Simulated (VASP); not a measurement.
All values below come from r2SCAN meta-GGA, VASP's PBE PAW potentials (set 64) (plane waves; VASP 6.6.1).

A VASP calculation is set up with these files.

**POSCAR**
```
Ti
1
    2.9384827441     0.0000000000     0.0000000000
   -1.4692413721     2.5448007632     0.0000000000
    0.0000000000     0.0000000000     4.6363904287
Ti
2
Direct
  0.6666670000   0.3333330000   0.7500000000
  0.3333330000   0.6666670000   0.2500000000
```

INCAR:
```
! general
SYSTEM  = Ti
PREC    = Normal
ENCUT   = 400   ! plane-wave cut-off (eV)
LREAL   = .FALSE.   ! projection in real space or not
LASPH   = .TRUE.

! electronic loop
EDIFF   = 1E-5   ! SCF stop (eV)
NELM    = 100   ! most electronic steps
NELMIN  = 4
ALGO    = Normal
LMAXMIX = 4
LMIXTAU = .TRUE.

! smearing
ISMEAR  = 1   ! Methfessel-Paxton
SIGMA   = 0.1

! functional
METAGGA = R2SCAN

! ions
IBRION  = 2   ! conjugate gradients
NSW     = 20   ! most ionic steps
ISIF    = 2
EDIFFG  = -0.03

! output
LWAVE   = .FALSE.
LCHARG  = .FALSE.
```

**KPOINTS**
```
Automatic mesh
0
Gamma
16 16 9
0 0 0
```

POTCAR, in this order: Ti_sv (PBE.64 set). Program: vasp_std.

**Question.** Estimate the energy per atom (σ→0), band gap (on the k-mesh).

**Answer.** 
```yaml
energy per atom (σ→0): -12.942 eV/atom
band gap (on the k-mesh): none (metal, semimetal or under 0.01 eV)
```

### OSZICAR
```
...
DAV:  13    -0.258839006878E+02   -0.54715E-02   -0.30897E-03  5648   0.541E-01    0.314E-02
DAV:  14    -0.258837943458E+02    0.10634E-03   -0.16495E-04  5536   0.132E-01    0.168E-02
DAV:  15    -0.258843795963E+02   -0.58525E-03   -0.22071E-04  5048   0.149E-01    0.114E-02
DAV:  16    -0.258842070379E+02    0.17256E-03   -0.38443E-05  4104   0.658E-02    0.675E-03
DAV:  17    -0.258842425352E+02   -0.35497E-04   -0.53604E-06  2736   0.303E-02    0.259E-03
DAV:  18    -0.258842277684E+02    0.14767E-04   -0.15283E-06  2656   0.135E-02    0.185E-03
DAV:  19    -0.258842309009E+02   -0.31326E-05   -0.59649E-07  2608   0.803E-03
   1 F= -.25884231E+02 E0= -.25884424E+02  d E =-.258842E+02
```

The compound is Ti in the hcp structure. It was relaxed first.
